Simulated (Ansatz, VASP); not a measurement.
# AlNi in two plane-wave programs, part 2 of 2

Aim: how closely do two programs agree when they are given the same cell, functional and k mesh? The cell is taken from a series of runs on this material, whose earlier steps may have relaxed, scaled, displaced or heated it; both programs get it as it stands.

VASP 6.6.1 and Ansatz 0.2.0.

So far: The starting structure; VASP: zone-centre phonons, LDA.

## (3) Ansatz: zone-centre phonons, LDA

Level of this step: Ansatz beside VASP: Kohn-Sham DFT, plane waves, LDA (Ansatz).

Ansatz runs on its PAW soft_1 files.

The same cell, functional (in two slightly different forms), mesh and smearing now go to Ansatz, which takes its cutoff from its data sets.

Contents of input.yaml:

```yaml
crystal:
  lattice:
    - [2.7186399561, 0.0, 0.0]
    - [0.0, 2.7186399561, 0.0]
    - [0.0, 0.0, 3.0132949435]
  atoms:
    - { symbol: Al, position: [0.0, 0.0, 0.0] }
    - { symbol: Ni, position: [0.5, 0.5, 0.5] }
kpoints:
  mp_grid: { grid: [16, 16, 16] }
hamiltonian:
  xc: lda
  pseudopotentials: { kind: paw, azcp: { folder: soft_1 }, xc_functional: pbe }
scf:
  occupations: { method: methfessel_paxton, width: 0.2 }
output:
  eigenvalues: true
phonons:
  method: dfpt
```

Started as:

```bash
$ ansatz run input.yaml --threads 4 --pin off --max-ram 10240MiB --backend cpu --events-out ev --progress --plain --runs-dir out
```

Numbers of over 12 decimals in the logs are rounded to 6 here.

The log of the run:

```text
zone centre: on kpoints.mp_grid the ground state, and the responses unless they are solved on pairs of k-points, stand on 729 of the mesh's 4096 k-points, reduced under 8 symmetry operations, with k and −k counted as one. Each operation leaves every solved displacement unchanged or reverses it
Engine: ansatz 0.2.0, aarch64-unknown-linux-gnu
Pseudopotentials: kind: paw
Pseudopotential: Al, paw, valence charge 3, recommended cutoff 420 eV (normal), soft_1/Al.paw.azcp
Pseudopotential: Ni, paw, valence charge 18, recommended cutoff 420 eV (normal), soft_1/Ni.paw.azcp
Functional definition: SPW92
  exchange = slater_x
  correlation = pw_c
Crystal: 2 atoms, lattice volume = 22.271 Å³
Basis set: ecut = 420 eV, 439 PW (Γ), exchange–correlation on 40×40×48 points (8 copies of the dense FFT grid, shifted against one another)
Bands: 15, of which v1, the nominal top of the filled ones, is band 11 counted from 1 (10 counted from 0)
Symmetry: 16 space group operations
k-points: 729 of 4096 (irreducible under 8 space group operations)
Non-local potential: Al, projectors of the file, l = 0: 2, l = 1: 2, l = 2: 1
Non-local potential: Ni, projectors of the file, l = 0: 3, l = 1: 2, l = 2: 3, l = 3: 1
PAW form: soft (Blöchl's): semilocal exchange-correlation on the pseudo side does not see the compensation charge
PAW frozen core: Al, regenerated for the run's functional, and the local potential with it (the file was generated under x = pbe(κ = 0.804, μ = 0.219515), c = pbe(β = 0.066725))
PAW frozen core: Ni, regenerated for the run's functional, and the local potential with it (the file was generated under x = pbe(κ = 0.804, μ = 0.219515), c = pbe(β = 0.066725))
PAW one-centre angular grid: Al, 110 points (default); XC on 64 Gauss nodes
PAW one-centre angular grid: Ni, 590 points (default); XC on 64 Gauss nodes
Initial density: superposition of atomic densities (chi_scale 0.1, normalization cell, long waves kept (reshape's long-wave potential 0.00 eV rms))
Initial wavefunctions: pseudopotential atomic-orbital guess
Functional: x = slater, c = lda
SCF iter   1: F=—  HF=-6287.995974 eV  |F-HF|=—  |Δ(HF+E_count)|=         —  Δρ=6.72e-2  dr2=1.13e0  ethr=3.10e-3  ⟨swp⟩=4.1  Hψ=48653  notcnv=0
preconditioner: auto → none  [metal: Δε(μ)=0.008 eV  Ē_g=10.657 eV  σ=0.200 eV  W_gap=0.03  n_scr=6 (ndim 8)  ℏωp=28.4 eV  f_vac=0.000  D(μ)=0.85/eV (n_scr^D=6)  sad-step TF]
SCF iter   2: F=—  HF=-6287.833092 eV  |F-HF|=—  |Δ(HF+E_count)|=   1.63e-1  S|Δr|=    0.00e0  Δρ=5.56e-2  dr2=7.70e-1  ethr=3.10e-3  ⟨swp⟩=2.0  Hψ=19264  notcnv=0  defer=116
SCF iter   3: F=—  HF=-6287.639649 eV  |F-HF|=—  |Δ(HF+E_count)|=   1.93e-1  S|Δr|=    0.00e0  Δρ=1.18e-2  dr2=3.65e-2  ethr=3.10e-3  ⟨swp⟩=2.0  Hψ=13925  notcnv=0  defer=116
SCF iter   4: F=—  HF=-6287.631852 eV  |F-HF|=—  |Δ(HF+E_count)|=   7.80e-3  S|Δr|=    0.00e0  Δρ=2.13e-3  dr2=4.98e-4  ethr=1.74e-4  ⟨swp⟩=1.1  Hψ=16361  notcnv=0  defer=132
SCF iter   5: F=—  HF=-6287.631977 eV  |F-HF|=—  |Δ(HF+E_count)|=   1.26e-4  S|Δr|=    0.00e0  Δρ=7.70e-4  dr2=6.81e-5  ethr=2.37e-6  ⟨swp⟩=2.4  Hψ=17703  notcnv=0  defer=134
SCF iter   6: F=—  HF=-6287.631954 eV  |F-HF|=—  |Δ(HF+E_count)|=   2.34e-5  S|Δr|=    0.00e0  Δρ=5.91e-5  dr2=6.84e-7  ethr=3.24e-7  ⟨swp⟩=2.3  Hψ=15696  notcnv=0  defer=134
SCF iter   7: F=—  HF=-6287.631965 eV  |F-HF|=—  |Δ(HF+E_count)|=   1.13e-5  S|Δr|=    0.00e0  Δρ=6.33e-6  dr2=6.94e-9  ethr=3.26e-9  ⟨swp⟩=2.3  Hψ=16266  notcnv=0  defer=142
SCF iter   8: F=—  HF=-6287.631965 eV  |F-HF|=—  |Δ(HF+E_count)|=  6.84e-10  S|Δr|=    0.00e0  Δρ=7.04e-7  dr2=6.04e-11  ethr=3.30e-11  ⟨swp⟩=2.3  Hψ=16800  notcnv=0  defer=142
SCF iter   9: F=-6287.631965 eV  HF=-6287.631965 eV  |F-HF|=9.09e-13  |Δ(HF+E_count)|=  9.09e-13  S|Δr|=    0.00e0  Δρ=1.12e-7  dr2=9.84e-13  ethr=1.00e-12  ⟨swp⟩=6.1  Hψ=47022  notcnv=0
SCF 1 converged in 9 iterations: F = -6287.631965 eV  dr2 = 9.84e-13
  greatest PAW one-centre occupation: 1.001 electrons in one spin orbital (limit 2), on the Ni atom at site 1 (counted from 0), in its partial waves of l = 1
DFPT response loops at Γ: preconditioner auto → Kerker (q_TF=auto, 2.702 Å⁻¹) (partly filled bands, converged f_vac=0.000); β = 1.00, the filter's whole step (`scf.mixing.beta` (0.50) is not read by the response loops under this deck's `scf.mixing.preconditioner`; to damp them name `kerker` or `kerker_dos`, under which they read `scf.mixing.beta`, and type it under 1.00, their step now; both keys bind the ground state too); Broyden in place of MSR1
SCF converged after 9 iterations
Stability not checked: this state was not tested for a lower state beside it, because cold or Methfessel-Paxton smearing, or corrected tetrahedra, fill the levels in a way that the test cannot read (fill_not_monotonic; see scf.lower_state_search)
Free energy (F): -6287.631965 eV
Harris-Foulkes:  -6287.631965 eV  (|F-HF|=9.09e-13)
Internal energy: -6287.631297 eV  (E = F + TS)
E sigma→0 (E₀):  -6287.631798 eV
Entropy (-TS):   -0.000668 eV (-0.334 meV/atom)
Fermi energy:    14.777848 eV
--- Per-component energies (eV) ---
  E_band       = -320.228442
  E_kinetic    = 371.722620
  E_local      = -3663.988605  (includes V_loc(G=0)·N_el)
  E_nonlocal   = -101.742881
  E_hartree    = 1929.677089
  E_xc         = -152.817008
  E_vxc        = -179.178029  (∫ρ·V_xc dr)
  E_paw        = -2037.545540  (= ΣΔE_a)
  E_vpaw       = -606.396522  (= ΣTr[D̂ρ^β])
  E_aug_tail   = 0.000864  (compensation charges beyond the density's cutoff)
  E_ewald      = -2633.427673
  E_core_change = 0.489838  (= ΣΔE_core)
  E_smearing   = -0.000668  (= −TS)
  E_closure    = -0.000000  (closes the sum)
  Σ components = -6287.631965   (vs F -6287.631965, Δ=0.00e0)
--- Band table (eV; the first three rows and the last of 729) ---
  k-point 0: bands = [... 7 lower, 12.9981, 12.9981, 13.2920, 18.1489, 21.8616, 21.8616, 22.3795, 23.5641]
  k-point 1: bands = [... 7 lower, 12.9770, 12.9770, 13.2940, 17.6319, 21.9448, 21.9448, 22.9634, 23.5535]
  k-point 2: bands = [... 7 lower, 12.9177, 12.9177, 13.2997, 16.5755, 22.1902, 22.1902, 23.5225, 24.2124]
  k-point 728: bands = [... 7 lower, 13.5343, 13.8475, 16.5882, 16.8460, 16.8460, 19.0676, 19.2120, 19.2120]
--- Phonons (Γ-DFPT): 4 representative perturbations + reference, on 729 of 4096 k-points (Σ response iterations 12) ---
  k mesh reduced under 8 symmetry operations, with k and −k counted as one. Each operation leaves every solved displacement unchanged or reverses it
  ASR residual: 5.357e-5 → 0.000e0 eV/Å²; symmetrization residual: 6.846e-7 eV/Å²
  ASR residual per site (eV/Å²): 2.33e-5 5.36e-5
  Γ frequencies (cm⁻¹): 0.00 0.00 0.00 309.91 309.91 325.65
  non-analytic LO–TO correction: not included (Born effective charges unavailable; polar crystals: no LO–TO splitting at Γ)
```

## (4) Side by side

Known differences besides the potentials themselves: the data sets hold 21 valence electrons in Ansatz (on its PAW soft_1 files) and 13 in VASP; the cutoff is 420 eV in Ansatz and 600 eV in VASP; VASP's log shows a relativistic correction to its local exchange, Ansatz's none. Total energies have different zeros and are not compared.

Both answers:

| quantity | Ansatz | VASP | difference |
| --- | --- | --- | --- |
| optical mode 1 to 2 (cm⁻¹) | 309.9 | 311.9 | -0.64 % |
| optical mode 3 (cm⁻¹) | 325.6 | 328.2 | -0.77 % |

Modes are paired by rising frequency, not by their patterns, so a pair may set unlike modes beside each other; they are those without the splitting of longitudinal modes.

## (5) Results

```json
{
  "r.m.s. difference of the optical zone-centre modes, each program's sorted by frequency (zone-centre phonons, LDA)": "2.2 cm⁻¹",
  "difference in optical mode 3 (zone-centre phonons, LDA)": "-0.8 %"
}
```

What this shows: The r.m.s. difference of the optical zone-centre modes, each program's sorted by frequency is 2.2 cm⁻¹ (zone-centre phonons, LDA). The data sets hold unlike numbers of valence electrons (21 in Ansatz and 13 in VASP), so part of the differences comes from the potentials. Among the rows given in per cent, the largest difference of the zone-centre phonons, LDA pair is in optical mode 3, -0.8 %. How closely two codes agree says nothing of how well the functional describes the real material.

[Lines on the potential files, build, host, timing and source positions are cut from VASP's logs without a mark.]

[Logs are printed without paths, hosts, clocks, repeated set-up lines and the standing remarks that a program may print on its own settings, such as how far it seeks lower states.]

[Hosts, paths, dates, database ids (printed as entryN), source tags and the programs' standing remarks are cut or masked in the printed files.]
